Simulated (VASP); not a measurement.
Level of theory: PBEsol GGA, VASP's PBE PAW potentials (set 64) (plane waves; VASP).

The input files of a VASP run:

### POSCAR
```
YB
4.0149370
  0.0000000000   0.7071068658   0.7071068658
  0.7071068658   0.0000000000   0.7071068658
  0.7071068658   0.7071068658   0.0000000000
Y B
1 1
Cart
  0.0000000000   0.0000000000   0.0000000000
  0.3535534329   0.3535534329   0.3535534329
```

KPOINTS:
```
Automatic mesh
0
Gamma
12 12 12
0 0 0
```

### INCAR
```
NELM = 100
LCHARG = .TRUE.
ISIF = 2
ALGO = Normal
EDIFF = 1E-7   # SCF stop (eV)
LREAL = .FALSE.   # projection in real space or not
ISMEAR = -5   # tetrahedra, Bloechl
LWAVE = .FALSE.
NEDOS = 601   # DOS grid
LORBIT = 11   # lm-projected
SYSTEM = YB
LMAXMIX = 4
ENCUT = 520   # plane-wave cut-off (eV)
PREC = Accurate
LASPH = .TRUE.
GGA = PS   # PBEsol
```

POTCAR, in this order: Y_sv B (PBE.64 set). Program: vasp_std.

What will the output report for the number of irreducible k-points (NKPTS), number of bands (NBANDS), largest plane-wave count, number of space-group operations, FFT grid (NGX, NGY, NGZ)?

The number of irreducible k-points (NKPTS) is 72. The number of bands (NBANDS) comes out as 11 and the largest plane-wave count is 1258. The number of space-group operations is 24 and the FFT grid (NGX, NGY, NGZ) is 30 × 30 × 30.

The structure was generated: YB was put into the zinc blende type (F-43m), which need not be its known phase. It was relaxed first, which changed the volume by -28 %.
